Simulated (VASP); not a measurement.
Data:

```xyz
2
Lattice="0.0000 2.7037 2.7037 2.7037 0.0000 2.7037 2.7037 2.7037 0.0000" Properties=species:S:1:pos:R:3 pbc="T T T"
K      0.0000     0.0000     0.0000
F      2.7037     2.7037     2.7037
```

Calculation: PW91 GGA, VASP's PBE PAW potentials (set 64) (plane waves; VASP 6.6.1). Numerical set-up: 520 eV cut-off, Gaussian smearing of 0.050 eV, potentials K_sv F.

Question: Give the energies of bands 6 to 10 at the high-symmetry points, in eV from the valence-band maximum.

Answer: 
```tsv
band	Γ	X	U	L	W
6	0.00	-0.23	-0.32	-0.75	-0.38
7	0.00	-0.06	-0.20	-0.32	-0.17
8	0.00	-0.06	-0.19	-0.32	-0.17
9	6.05	8.22	8.91	8.96	9.66
10	10.60	10.13	10.59	10.41	9.66
```

The gap is direct, 6.05 eV, from the valence maximum at Γ to the conduction minimum at Γ.

Measured: gap 10.90 eV (computed value off by -4.85 eV), as given by David Koller et al., Journal of Physics Condensed Matter (2013), arXiv:1304.4470.

The compound is KF in the rock salt structure. It was relaxed first.
